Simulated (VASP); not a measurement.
Data:

```yaml
crystal:
  lattice:
    - [0.00000, 2.68650, 2.68650]
    - [2.68650, 0.00000, 2.68650]
    - [2.68650, 2.68650, 0.00000]
  atoms:
    - { symbol: Si, position: [0.00000, 0.00000, 0.00000] }
    - { symbol: Si, position: [0.25000, 0.25000, 0.25000] }
```

Level of theory: SCAN meta-GGA, VASP's PBE PAW potentials (set 64) (plane waves; VASP 6.6.1). Settings: 520 eV cut-off, 8×8×8 Γ-centred mesh, Gaussian smearing of 0.050 eV, potentials Si.

**Question.** Estimate the energy per atom (σ→0), pressure.

**Answer.** 
```
Item                            Result
---------------------  ---------------
energy per atom (σ→0)  -10.000 eV/atom
pressure                      3.19 GPa
```

Only differences to runs with the same potentials and settings are physical.

The compound is Si in the diamond structure. This cell is one point of a volume scan, at 0.97 of the reference volume.
